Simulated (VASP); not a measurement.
Method: PBE GGA, VASP's PBE PAW potentials (set 64) (plane waves; VASP 6.6.1).

VASP input:

INCAR:
```
! general
SYSTEM=Al
PREC  =Accurate
ENCUT =400
LREAL =.False.
LASPH =.True.
NELECT=3.02

! electronic loop
EDIFF =1E-6
NELM  =100
ALGO  =Normal

! smearing
ISMEAR=0
SIGMA =0.05

! functional
GGA   =PE

! ions
ISIF  =2

! output
LWAVE =.False.
LCHARG=.False.
```

### KPOINTS
```
Automatic mesh
0
Gamma
14 14 14
0 0 0
```

### POSCAR
```
Al
1.0
  0.0000000000   2.0655000000   2.0655000000
  2.0655000000   0.0000000000   2.0655000000
  2.0655000000   2.0655000000   0.0000000000
Al
1
Cartesian
  0.0000000000   0.0000000000   0.0000000000
```

POTCAR, in this order: Al (PBE.64 set). Program: vasp_std.

Output of the run:

### OSZICAR
```
       N       E                     dE             d eps       ncg     rms          rms(c)
DAV:   1    -0.194753195970E+01   -0.19475E+01   -0.70033E+02  1165   0.247E+02
DAV:   2    -0.358197406270E+01   -0.16344E+01   -0.14686E+01  1385   0.255E+01
DAV:   3    -0.359424230262E+01   -0.12268E-01   -0.12140E-01  1380   0.266E+00
DAV:   4    -0.359428065083E+01   -0.38348E-04   -0.38342E-04  1405   0.145E-01
DAV:   5    -0.359428085172E+01   -0.20089E-06   -0.20103E-06  1415   0.891E-03    0.121E+00
DAV:   6    -0.358281372065E+01    0.11467E-01   -0.17156E-03  1270   0.311E-01    0.705E-01
DAV:   7    -0.357333880263E+01    0.94749E-02   -0.61804E-03  1205   0.541E-01    0.140E-01
DAV:   8    -0.357334013877E+01   -0.13361E-05   -0.31306E-05  1300   0.603E-02    0.151E-02
DAV:   9    -0.357333522039E+01    0.49184E-05   -0.33994E-06  1280   0.126E-02    0.157E-03
DAV:  10    -0.357333479870E+01    0.42169E-06   -0.11888E-08   720   0.119E-03
   1 F= -.35733348E+01 E0= -.35728006E+01  d E =-.106839E-02
```

### OUTCAR
```
------------------------ aborting loop because EDIFF is reached ----------------------------------------
  FORCE on cell =-STRESS in cart. coord.  units (eV):
  Direction    XX          YY          ZZ          XY          YZ          ZX
  --------------------------------------------------------------------------------------
  Total       -0.3055592     -0.3055592     -0.3055592      0.0000000      0.0000000      0.0000000
  in kB      -27.7779604    -27.7779604    -27.7779604      0.0000000      0.0000000      0.0000000
  external PRESSURE =     -27.7779604 kB  Pullay stress =       0.0000000 kB
  volume of cell :       17.62
      direct lattice vectors                 reciprocal lattice vectors
     0.000000000  2.065500000  2.065500000    -0.242072137  0.242072137  0.242072137
     2.065500000  0.000000000  2.065500000     0.242072137 -0.242072137  0.242072137
     2.065500000  2.065500000  0.000000000     0.242072137  0.242072137 -0.242072137
 POSITION                                       TOTAL-FORCE (eV/Angst)
 -----------------------------------------------------------------------------------
      0.00000      0.00000      0.00000         0.000000      0.000000     -0.000000
 -----------------------------------------------------------------------------------
    total drift:                                0.000000      0.000000     -0.000000
  FREE ENERGIE OF THE ION-ELECTRON SYSTEM (eV)
  ---------------------------------------------------
  free  energy   TOTEN  =        -3.5733347987 eV

  energy  without entropy=       -3.5722664049  energy(sigma->0) =       -3.57280060
```
(Selected blocks of OUTCAR.)

The cell is charged, with a uniform compensating background.

The compound is Al in the fcc structure. The cell was not relaxed at this level. The run is one of a series of settings (ISMEAR = 0, NELECT = 3.02, SIGMA = 0.05 against the base run), some of them coarse on purpose.
